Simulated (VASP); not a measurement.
An input for Quantum ESPRESSO's pw.x (written as the equivalent of a VASP run, and not itself run):

```
&CONTROL
  calculation = 'scf'
  pseudo_dir = './pseudo'
  outdir = './out'
  tprnfor = .true.
  tstress = .true.
/
&SYSTEM
  ibrav = 0
  nat = 6
  ntyp = 2
  ecutwfc = 96
  occupations = 'smearing'
  smearing = 'fermi-dirac'
  degauss = 0.00735
  input_dft = 'pbe'
  nspin = 2
  starting_magnetization(2) = 0.4
/
&ELECTRONS
  conv_thr = 7.3e-08
  electron_maxstep = 100
/
ATOMIC_SPECIES
  Al 26.982 Al.upf
  Mn 54.938 Mn.upf
CELL_PARAMETERS angstrom
    -2.9249360    2.9249360    2.3535080
     2.9249360   -2.9249360    2.3535080
     2.9249360    2.9249360   -2.3535080
ATOMIC_POSITIONS crystal
  Al   0.1580000  0.6580000  0.8160000
  Al   0.3420000  0.1580000  0.5000000
  Al   0.6580000  0.8420000  0.5000000
  Al   0.8420000  0.3420000  0.1840000
  Mn   0.7500000  0.7500000  0.0000000
  Mn   0.2500000  0.2500000  0.0000000
K_POINTS automatic
  4 4 4 0 0 0
```

Q: Translate this input to VASP (INCAR, KPOINTS, POSCAR, choice of POTCAR).

A: This is not unique; one that fits is 
### INCAR
```
ISIF = 2
LCHARG = .False.
LASPH = .True.
LORBIT = 11
SIGMA = 0.1
ISPIN = 2
SYSTEM = MnAl2
LREAL = .False.
MAGMOM = 0.0 0.0 0.0 0.0 4.0 4.0
LMAXMIX = 4   # l cut-off of mixed one-centre charges
ALGO = Normal
ENCUT = 300
GGA = PE   # PBE
NELM = 100   # most electronic steps
EDIFF = 1E-6   # SCF stop (eV)
PREC = Accurate
ISMEAR = -1   # Fermi-Dirac
LWAVE = .False.
```

POSCAR:
```
MnAl2
1
   -2.9249360000     2.9249360000     2.3535080000
    2.9249360000    -2.9249360000     2.3535080000
    2.9249360000     2.9249360000    -2.3535080000
Al Mn
4 2
Direct
  0.1580000000   0.6580000000   0.8160000000
  0.3420000000   0.1580000000   0.5000000000
  0.6580000000   0.8420000000   0.5000000000
  0.8420000000   0.3420000000   0.1840000000
  0.7500000000   0.7500000000   0.0000000000
  0.2500000000   0.2500000000   0.0000000000
```

KPOINTS:
```
K-points
0
Gamma
4 4 4
```

POTCAR, in this order: Al Mn_pv (PBE.64 set). Program: vasp_std.

The two are equivalent in intent, not identical: the potentials are each code's own (VASP's PAW set, PseudoDojo norm-conserving files in pw.x), so ENCUT and ecutwfc are chosen apart and not converted; conv_thr bounds pw.x's estimated SCF error, while EDIFF bounds the energy change between steps; starting_magnetization is a fraction of the valence charge and MAGMOM a moment in μB, so they match only roughly.

The structure was generated: MnAl2 was put into an ordered model structure, which need not be its known phase. The cell was not relaxed at this level. The k-mesh is coarse (spacing up to 0.43 per Å, 2π included), so the numbers may not be converged in it.
